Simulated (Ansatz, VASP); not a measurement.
# Cu3Ru4 (Cu(111) on Ru(0001), film 4.2 A thick): VASP beside Ansatz

Aim: how closely do two programs agree when they are given the same cell, functional and k mesh? The cell is taken from a series of runs on this material, whose earlier steps may have relaxed, scaled, displaced or heated it; both programs get it as it stands.

Program: Ansatz 0.2.0. Level of theory: plane waves, with VASP 6.6.1 beside it; single point at PBE. Results are calculated unless marked as measured.

## (1) The structure

The cell holds 56 atoms: 32 Ru and 24 Cu. Cell: a = 7.183 Å, b = 7.183 Å, c = 26.767 Å, α = 90.0°, β = 90.0°, γ = 81.8°. It derives from Ru. As first built, before any earlier steps moved the atoms (in the runner's words): Cu(111) slab, 3 repeats (4.2 A between outer planes), strained in the plane by up to 5.6 % to a cell of 51 A^2 of Ru(0001) (2 repeats);, lowest layers held; starting gap 2.15 A. Of 4 lateral registries the lowest after a short relaxation was kept. Relaxed with the MACE-MP-0b2 potential. Lattice constants are starting values near those of PBE. Vacuum lies along c.

## (2) VASP: single point, PBE

With cell and atoms fixed, the geometry can't cause a difference; cores, projectors, grids and the points listed under the comparison can.

Lines of VASP's logs that name or quote its potential files are left out, and so is its time.

INCAR reads:

```
SYSTEM = Cu3Ru4
PREC = Accurate
ENCUT = 520
EDIFF = 1E-06
NELM = 120
ISMEAR = -1
SIGMA = 0.1
LREAL = Auto
ALGO = Normal
GGA = PE
NBANDS = 416
LASPH = .TRUE.
LORBIT = 11
LWAVE = .FALSE.
LCHARG = .FALSE.
ISIF = 2
GGA_COMPAT = .FALSE.
KPAR = 4
```

POSCAR reads:

```
Cu3Ru4
1.0
    7.1832100000      0.0000000000      0.0000000000
    1.0261700000      7.1095400000      0.0000000000
    0.0000000000      0.0000000000     26.7673400000
Ru Cu
32 24
Direct
    0.8381400000      0.1678900000      0.2615800000
    0.9949200000      0.9992200000      0.3412000000
    0.8324400000      0.1647200000      0.4216800000
    0.0003100000      0.9984500000      0.4998800000
    0.4601000000      0.2964800000      0.2615500000
    0.6240900000      0.1234700000      0.3403100000
    0.4588000000      0.2898500000      0.4212700000
    0.6245400000      0.1233000000      0.4998700000
    0.0807700000      0.4146600000      0.2619800000
    0.2498600000      0.2478400000      0.3412900000
    0.0837200000      0.4147900000      0.4215500000
    0.2503700000      0.2478700000      0.4997800000
    0.7061700000      0.5387900000      0.2623500000
    0.8752900000      0.3704300000      0.3419400000
    0.7094600000      0.5405400000      0.4216800000
    0.8752600000      0.3733800000      0.4999400000
    0.3271800000      0.6659100000      0.2622700000
    0.5019300000      0.5031200000      0.3423000000
    0.3336100000      0.6649300000      0.4221200000
    0.5005300000      0.4978800000      0.4999500000
    0.9607200000      0.7954200000      0.2613700000
    0.1302100000      0.6231000000      0.3415700000
    0.9590600000      0.7899000000      0.4215500000
    0.1246300000      0.6232300000      0.5000300000
    0.5821900000      0.9216400000      0.2618700000
    0.7516200000      0.7518100000      0.3416500000
    0.5826400000      0.9155600000      0.4213600000
    0.7501400000      0.7486900000      0.4998700000
    0.2082700000      0.0449500000      0.2614900000
    0.3737000000      0.8668000000      0.3407300000
    0.2082800000      0.0392500000      0.4210700000
    0.3749600000      0.8739500000      0.4999100000
    0.0826500000      0.4159200000      0.5731600000
    0.0412700000      0.2069100000      0.6476500000
    0.2502700000      0.2481400000      0.7210500000
    0.3326800000      0.6662700000      0.5731000000
    0.2915300000      0.4573500000      0.6476400000
    0.5003500000      0.4982500000      0.7211100000
    0.2072400000      0.0409900000      0.5731500000
    0.1665400000      0.8319800000      0.6476600000
    0.3753400000      0.8731900000      0.7211300000
    0.7077600000      0.5412900000      0.5731500000
    0.6664900000      0.3320700000      0.6476300000
    0.8752200000      0.3734000000      0.7211000000
    0.5824700000      0.9158900000      0.5731100000
    0.5415200000      0.7072300000      0.6476600000
    0.7502900000      0.7483800000      0.7211300000
    0.4573300000      0.2909600000      0.5731600000
    0.4165300000      0.0817300000      0.6476500000
    0.6252200000      0.1232100000      0.7210900000
    0.9574800000      0.7912200000      0.5731400000
    0.9165900000      0.5823400000      0.6476600000
    0.1253100000      0.6233000000      0.7211500000
    0.8321100000      0.1659500000      0.5730900000
    0.7914000000      0.9569800000      0.6476700000
    0.0002600000      0.9982000000      0.7210900000
```

KPOINTS reads:

```
Automatic mesh
0
Gamma
3 3 1
0 0 0
```

The projector-augmented-wave data sets are Ru_pv and Cu (PBE family, release 64).

Run with:

```console
$ mpirun -np 8 vasp_std
```

Numbers of over 12 decimals in the logs are rounded to 6 here.

Log:

```text
[banner, memory and clock lines left out]
running    8 mpi-ranks, on    1 nodes
[...]
|                                                                             |
|           W    W    AA    RRRRR   N    N  II  N    N   GGGG   !!!           |
|           W    W   A  A   R    R  NN   N  II  NN   N  G    G  !!!           |
|           W    W  A    A  R    R  N N  N  II  N N  N  G       !!!           |
|           W WW W  AAAAAA  RRRRR   N  N N  II  N  N N  G  GGG   !            |
|           WW  WW  A    A  R   R   N   NN  II  N   NN  G    G                |
|           W    W  A    A  R    R  N    N  II  N    N   GGGG   !!!           |
|                                                                             |
|     For optimal performance we recommend to set                             |
|       NCORE = 2 up to number-of-cores-per-socket                            |
|     NCORE specifies how many cores store one orbital (NPAR=cpu/NCORE).      |
|     This setting can greatly improve the performance of VASP for DFT.       |
|     The default, NCORE=1 might be grossly inefficient on modern             |
|     multi-core architectures or massively parallel machines. Do your        |
|     Unfortunately you need to use the default for GW and RPA                |
|     calculations (for HF NCORE is supported but not extensively tested      |
|     yet).                                                                   |
|                                                                             |

 LDA part: xc-table for (Slater+PW92), standard interpolation
 POSCAR, INCAR and KPOINTS ok, starting setup
[...]
entering main loop
       N       E                     dE             d eps       ncg     rms          rms(c)
DAV:   1     0.120614340102E+05    0.12061E+05   -0.34210E+05  4328   0.213E+03
DAV:   2     0.152044769073E+04   -0.10541E+05   -0.10091E+05  4264   0.667E+02
DAV:   3    -0.153518357860E+03   -0.16740E+04   -0.15266E+04  4264   0.281E+02
DAV:   4    -0.399641889379E+03   -0.24612E+03   -0.21059E+03  6456   0.106E+02
[...]
DAV:  46    -0.368974242300E+03   -0.11647E-05   -0.11991E-07  2384   0.138E-03    0.809E-04
DAV:  47    -0.368974245179E+03   -0.28795E-05   -0.38331E-07  2712   0.127E-03    0.392E-04
DAV:  48    -0.368974245978E+03   -0.79887E-06   -0.95271E-08  2472   0.897E-04
   1 F= -.36897425E+03 E0= -.36827095E+03  d E =-.140659E+01
```

OUTCAR, selected parts (step 2):

```text
  Total      -21.6397619    -20.9171244     18.3062745     -0.3333532      1.2323498     -0.0005983
  in kB      -25.3628340    -24.5158684     21.4558276     -0.3907059      1.4443728     -0.0007012
  external PRESSURE =      -9.4742916 kB  Pullay stress =       0.0000000 kB

 POSITION                                       TOTAL-FORCE (eV/Angst)
 -----------------------------------------------------------------------------------
      6.19282      1.19362      7.00180        -0.345813     -0.082407      0.406324
      8.17209      7.10399      9.13302         0.595273     -0.003441     -0.437213
      6.14862      1.17108     11.28725        -0.007205     -0.001939     -0.151272
      1.02681      7.09852     13.38046        -0.012198      0.017771     -1.249225
      3.60923      2.10784      7.00100        -0.080355     -0.199790      0.591560
      4.60967      0.87781      9.10919         0.058235      0.121096     -0.184234
      3.59309      2.06070     11.27628         0.003691      0.002168     -0.153880
      4.61273      0.87661     13.38019        -0.016551      0.015684     -1.247495
      1.00570      2.94804      7.01251         0.141779      0.092959      0.527721
      2.04912      1.76203      9.13543         0.104774      0.152585     -0.484751
      1.02702      2.94897     11.28377         0.004135     -0.006293     -0.154497
      2.05282      1.76224     13.37778        -0.009444      0.011267     -1.228703
      5.62546      3.83055      7.02241         0.194637      0.213625      0.478036
      6.66752      2.63359      9.15282        -0.039923      0.350645     -0.590645
[...]
-----------------------------------------------------------------------------------
    total drift:                               -0.010676     -0.002650     -0.006806

  FREE ENERGIE OF THE ION-ELECTRON SYSTEM (eV)
  ---------------------------------------------------
  free  energy   TOTEN  =      -368.9742459782 eV

  energy  without entropy=     -367.5676567359  energy(sigma->0) =     -368.27095136

[... 1 further part left out ...]
```

## (3) Ansatz: single point, PBE

Ansatz runs on its default PAW (the set named soft_2) files.

The same cell, functional, mesh and smearing now go to Ansatz, which takes its cutoff from its data sets.

input.yaml reads:

```yaml
crystal:
  lattice:
    - [7.18321, 0.0, 0.0]
    - [1.02617, 7.10954, 0.0]
    - [0.0, 0.0, 26.76734]
  atoms:
    - { symbol: Ru, position: [0.83814, 0.16789, 0.26158] }
    - { symbol: Ru, position: [0.99492, 0.99922, 0.3412] }
    - { symbol: Ru, position: [0.83244, 0.16472, 0.42168] }
    - { symbol: Ru, position: [0.00031, 0.99845, 0.49988] }
    - { symbol: Ru, position: [0.4601, 0.29648, 0.26155] }
    - { symbol: Ru, position: [0.62409, 0.12347, 0.34031] }
    - { symbol: Ru, position: [0.4588, 0.28985, 0.42127] }
    - { symbol: Ru, position: [0.62454, 0.1233, 0.49987] }
    - { symbol: Ru, position: [0.08077, 0.41466, 0.26198] }
    - { symbol: Ru, position: [0.24986, 0.24784, 0.34129] }
    - { symbol: Ru, position: [0.08372, 0.41479, 0.42155] }
    - { symbol: Ru, position: [0.25037, 0.24787, 0.49978] }
    - { symbol: Ru, position: [0.70617, 0.53879, 0.26235] }
    - { symbol: Ru, position: [0.87529, 0.37043, 0.34194] }
    - { symbol: Ru, position: [0.70946, 0.54054, 0.42168] }
    - { symbol: Ru, position: [0.87526, 0.37338, 0.49994] }
    - { symbol: Ru, position: [0.32718, 0.66591, 0.26227] }
    - { symbol: Ru, position: [0.50193, 0.50312, 0.3423] }
    - { symbol: Ru, position: [0.33361, 0.66493, 0.42212] }
    - { symbol: Ru, position: [0.50053, 0.49788, 0.49995] }
    - { symbol: Ru, position: [0.96072, 0.79542, 0.26137] }
    - { symbol: Ru, position: [0.13021, 0.6231, 0.34157] }
    - { symbol: Ru, position: [0.95906, 0.7899, 0.42155] }
    - { symbol: Ru, position: [0.12463, 0.62323, 0.50003] }
    - { symbol: Ru, position: [0.58219, 0.92164, 0.26187] }
    - { symbol: Ru, position: [0.75162, 0.75181, 0.34165] }
    - { symbol: Ru, position: [0.58264, 0.91556, 0.42136] }
    - { symbol: Ru, position: [0.75014, 0.74869, 0.49987] }
    - { symbol: Ru, position: [0.20827, 0.04495, 0.26149] }
    - { symbol: Ru, position: [0.3737, 0.8668, 0.34073] }
    - { symbol: Ru, position: [0.20828, 0.03925, 0.42107] }
    - { symbol: Ru, position: [0.37496, 0.87395, 0.49991] }
    - { symbol: Cu, position: [0.08265, 0.41592, 0.57316] }
    - { symbol: Cu, position: [0.04127, 0.20691, 0.64765] }
    - { symbol: Cu, position: [0.25027, 0.24814, 0.72105] }
    - { symbol: Cu, position: [0.33268, 0.66627, 0.5731] }
    - { symbol: Cu, position: [0.29153, 0.45735, 0.64764] }
    - { symbol: Cu, position: [0.50035, 0.49825, 0.72111] }
    - { symbol: Cu, position: [0.20724, 0.04099, 0.57315] }
    - { symbol: Cu, position: [0.16654, 0.83198, 0.64766] }
    - { symbol: Cu, position: [0.37534, 0.87319, 0.72113] }
    - { symbol: Cu, position: [0.70776, 0.54129, 0.57315] }
    - { symbol: Cu, position: [0.66649, 0.33207, 0.64763] }
    - { symbol: Cu, position: [0.87522, 0.3734, 0.7211] }
    - { symbol: Cu, position: [0.58247, 0.91589, 0.57311] }
    - { symbol: Cu, position: [0.54152, 0.70723, 0.64766] }
    - { symbol: Cu, position: [0.75029, 0.74838, 0.72113] }
    - { symbol: Cu, position: [0.45733, 0.29096, 0.57316] }
    - { symbol: Cu, position: [0.41653, 0.08173, 0.64765] }
    - { symbol: Cu, position: [0.62522, 0.12321, 0.72109] }
    - { symbol: Cu, position: [0.95748, 0.79122, 0.57314] }
    - { symbol: Cu, position: [0.91659, 0.58234, 0.64766] }
    - { symbol: Cu, position: [0.12531, 0.6233, 0.72115] }
    - { symbol: Cu, position: [0.83211, 0.16595, 0.57309] }
    - { symbol: Cu, position: [0.7914, 0.95698, 0.64767] }
    - { symbol: Cu, position: [0.00026, 0.9982, 0.72109] }
kpoints:
  mp_grid: { grid: [3, 3, 1] }
hamiltonian:
  xc: pbe
scf:
  occupations: { method: fermi_dirac, width: 0.1 }
output:
  forces: true
  eigenvalues: true
```

Run with:

```console
$ ansatz run input.yaml --threads 6 --pin off --max-ram 102400MiB --backend cuda --events-out ev --progress --plain --runs-dir out
```

Log:

```text
Engine: ansatz 0.2.0, x86_64-unknown-linux-gnu
Pseudopotentials: kind: paw
Pseudopotential: Ru, paw, valence charge 16, recommended cutoff 420 eV (normal), Ru.paw.azcp
Pseudopotential: Cu, paw, valence charge 19, recommended cutoff 420 eV (normal), Cu.paw.azcp
Functional definition: PBE
  parameter kappa = 0.804
  parameter beta = 0.066725
  exchange = pbe_x(kappa = kappa, mu = beta*pi^2/3)
  correlation = pbe_c(beta = beta)
device memory: the entry about to start is reckoned to put 29.2 GiB on a device that reports 61.9 GiB free
GPU FFT provider: cuFFT
GPU libraries: cuBLAS 13.8.2, cuFFT 12.4.0, cuSOLVER 12.3.4
Crystal: 56 atoms, lattice volume = 1366.990 Å³
Basis set: ecut = 420 eV, 26669 PW (Γ), exchange–correlation on 100×100×360 points (8 copies of the dense FFT grid, shifted against one another)
Bands: 581, of which v1, the nominal top of the filled ones, is band 484 counted from 1 (483 counted from 0)
Symmetry: 1 space group operations
Space group: P1 (ITA 1), of the structure as read, at distance tolerance 1.1e-4 Å
k-points: 5 of 9 (time reversal used)
Non-local potential: Ru, projectors of the file, l = 0: 3, l = 1: 2, l = 2: 2, l = 3: 1
Non-local potential: Cu, projectors of the file, l = 0: 3, l = 1: 2, l = 2: 3, l = 3: 1
PAW form: soft (Blöchl's): semilocal exchange-correlation on the pseudo side does not see the compensation charge
PAW one-centre angular grid: Ru, 590 points (default); XC on 64 Gauss nodes
PAW one-centre angular grid: Cu, 590 points (default); XC on 64 Gauss nodes
Initial density: superposition of atomic densities (neutral atoms: chi_scale 0, normalization atom), corrected by the library's trained network
Initial wavefunctions: pseudopotential atomic-orbital guess
GPU buffer pool allocated for 450000 grid points (all kernels)
GPU transforms: local potential and band sums: pruned to the plane-wave sphere, on 50×50×180
Functional: x = pbe(κ = 0.804, μ = 0.219515), c = pbe(β = 0.066725)
SCF iter   1: F=—  HF=-347106.317366 eV  |F-HF|=—  |Δ(HF+E_count)|=         —  Δρ=1.17e-2  dr2=2.34e1  ethr=1.77e-3  ⟨swp⟩=6.8  Hψ=11000  notcnv=0  defer=98
preconditioner: auto → LDOS  [metal: Δε(μ)=0.060 eV  Ē_g=5.864 eV  σ=0.100 eV  W_gap=0.15  n_scr=370 (ndim 8)  ℏωp=22.9 eV  f_vac=0.429  D(μ)=40.98/eV (n_scr^D=300)  β→1.0]
SCF iter   2: F=—  HF=-347106.060351 eV  |F-HF|=—  |Δ(HF+E_count)|=   2.57e-1  Δρ=4.68e-3  dr2=8.54e-1  ethr=1.77e-3  ⟨swp⟩=1.4  Hψ=3352  notcnv=0  defer=153
SCF iter   3: F=—  HF=-347106.111027 eV  |F-HF|=—  |Δ(HF+E_count)|=   5.07e-2  Δρ=4.13e-3  dr2=1.83e-1  ethr=8.82e-5  ⟨swp⟩=2.0  Hψ=4076  notcnv=0  defer=164
SCF iter   4: F=—  HF=-347106.096666 eV  |F-HF|=—  |Δ(HF+E_count)|=   1.44e-2  Δρ=1.79e-3  dr2=4.53e-2  ethr=1.89e-5  ⟨swp⟩=2.0  Hψ=4012  notcnv=0  defer=164
SCF iter   5: F=—  HF=-347106.092942 eV  |F-HF|=—  |Δ(HF+E_count)|=   3.72e-3  Δρ=4.87e-4  dr2=4.70e-3  ethr=4.68e-6  ⟨swp⟩=2.0  Hψ=3822  notcnv=0  defer=160
SCF iter   6: F=—  HF=-347106.082048 eV  |F-HF|=—  |Δ(HF+E_count)|=   1.09e-2  Δρ=2.85e-4  dr2=1.28e-3  ethr=4.86e-7  ⟨swp⟩=2.0  Hψ=4023  notcnv=0  defer=160
SCF iter   7: F=—  HF=-347106.082743 eV  |F-HF|=—  |Δ(HF+E_count)|=   6.94e-4  Δρ=5.37e-5  dr2=7.97e-5  ethr=1.32e-7  ⟨swp⟩=2.0  Hψ=3654  notcnv=0  defer=160
SCF iter   8: F=—  HF=-347106.085140 eV  |F-HF|=—  |Δ(HF+E_count)|=   2.40e-3  Δρ=4.48e-5  dr2=2.74e-5  ethr=8.24e-9  ⟨swp⟩=3.0  Hψ=4647  notcnv=0  defer=158
SCF iter   9: F=—  HF=-347106.085140 eV  |F-HF|=—  |Δ(HF+E_count)|=   3.95e-7  Δρ=1.62e-5  dr2=3.78e-6  ethr=2.83e-9  ⟨swp⟩=2.0  Hψ=3707  notcnv=0  defer=158
SCF iter  10: F=—  HF=-347106.085141 eV  |F-HF|=—  |Δ(HF+E_count)|=   1.72e-6  Δρ=1.06e-5  dr2=2.28e-6  ethr=3.90e-10  ⟨swp⟩=2.0  Hψ=4860  notcnv=0  defer=158
SCF iter  11: F=—  HF=-347106.085142 eV  |F-HF|=—  |Δ(HF+E_count)|=   8.60e-7  Δρ=4.89e-6  dr2=5.92e-7  ethr=2.35e-10  ⟨swp⟩=2.0  Hψ=3907  notcnv=0  defer=158
SCF iter  12: F=—  HF=-347106.085142 eV  |F-HF|=—  |Δ(HF+E_count)|=   2.00e-7  Δρ=2.65e-6  dr2=1.24e-7  ethr=6.12e-11  ⟨swp⟩=2.0  Hψ=3736  notcnv=0  defer=158
SCF iter  13: F=-347106.085142 eV  HF=-347106.085142 eV  |F-HF|=4.04e-8  |Δ(HF+E_count)|=   1.92e-9  Δρ=8.36e-7  dr2=1.95e-8  ethr=1.03e-11  ⟨swp⟩=14.0  Hψ=13138  notcnv=0
SCF 1 converged in 13 iterations: F = -347106.085142 eV  dr2 = 1.95e-8
  greatest PAW one-centre occupation: 1.000 electrons in one spin orbital (limit 2), on the Cu atom at site 52 (counted from 0), in its partial waves of l = 0
SCF converged after 13 iterations
Free energy (F): -347106.085142 eV
Harris-Foulkes:  -347106.085142 eV  (|F-HF|=4.04e-8)
Internal energy: -347104.675141 eV  (E = F + TS)
E sigma→0 (E₀):  -347105.380142 eV
Entropy (-TS):   -1.410001 eV (-25.179 meV/atom)
Fermi energy:    8.719325 eV
--- Per-component energies (eV) ---
  E_band       = -21411.730251
  E_kinetic    = 23623.565536
  E_local      = -1770443.408257  (includes V_loc(G=0)·N_el)
[...]
k-point 4: bands = [... 480 lower, 8.5929, 8.6109, 8.6189, 8.6312, 8.6854, 8.6969, 8.7159, 8.8296, ... 93 higher]
```

## (4) Differences

Known differences besides the potentials themselves: the data sets hold 968 valence electrons in Ansatz (on its default PAW (the set named soft_2) files) and 712 in VASP; the cutoff is 420 eV in Ansatz and 520 eV in VASP (PREC = Accurate, projectors in real space). Total energies have different zeros and are not compared.

Forces on 10 of the 56 atoms, those with the largest forces and the largest differences (eV/Å; atoms numbered as in POSCAR):

| atom | Ansatz x, y, z | VASP x, y, z |
| --- | --- | --- |
| Cu33 | 0.017, -0.027, 1.306 | 0.018, -0.026, 1.306 |
| Cu39 | 0.010, -0.001, 1.312 | 0.009, -0.001, 1.313 |
| Cu42 | 0.011, -0.010, 1.306 | 0.011, -0.011, 1.307 |
| Cu45 | 0.009, -0.009, 1.316 | 0.010, -0.008, 1.316 |
| Cu47 | -0.001, -0.003, 0.017 | -0.001, -0.002, 0.038 |
| Cu48 | 0.001, -0.013, 1.309 | 0.000, -0.014, 1.309 |
| Cu50 | 0.001, 0.002, 0.018 | 0.001, 0.001, 0.040 |
| Cu51 | 0.005, -0.006, 1.314 | 0.004, -0.006, 1.315 |
| Cu53 | 0.001, -0.002, 0.014 | 0.000, -0.004, 0.036 |
| Cu54 | 0.009, -0.014, 1.307 | 0.010, -0.014, 1.307 |

The forces differ by 6.7 meV/Å r.m.s., which is 1.5 % of the r.m.s. force of 0.442 eV/Å (both taken over all components). With vacuum in the cell, a pressure given here is an average over mostly empty space and none of the material.

## (5) Results

| Quantity | Value |
| --- | --- |
| r.m.s. force difference (single point, PBE) | 1.5 % of the r.m.s. force |

In words: The r.m.s. force difference is 1.5 % of the r.m.s. force (single point, PBE), within the 3 % picked in this series as the mark of a large difference. The data sets hold unlike numbers of valence electrons (968 in Ansatz and 712 in VASP), so part of the differences comes from the potentials. Such differences can come from data sets, numerical settings and the points named under the comparisons, not from the functional's error against experiment.

[Lines on the potential files, build, host, timing and source positions are cut from VASP's logs without a mark.]

[Logs are printed without paths, hosts, clocks, repeated set-up lines and the standing remarks that a program may print on its own settings, such as how far it seeks lower states.]

[Hosts, paths, dates, database ids (printed as entryN), source tags and the programs' standing remarks are cut or masked in the printed files.]
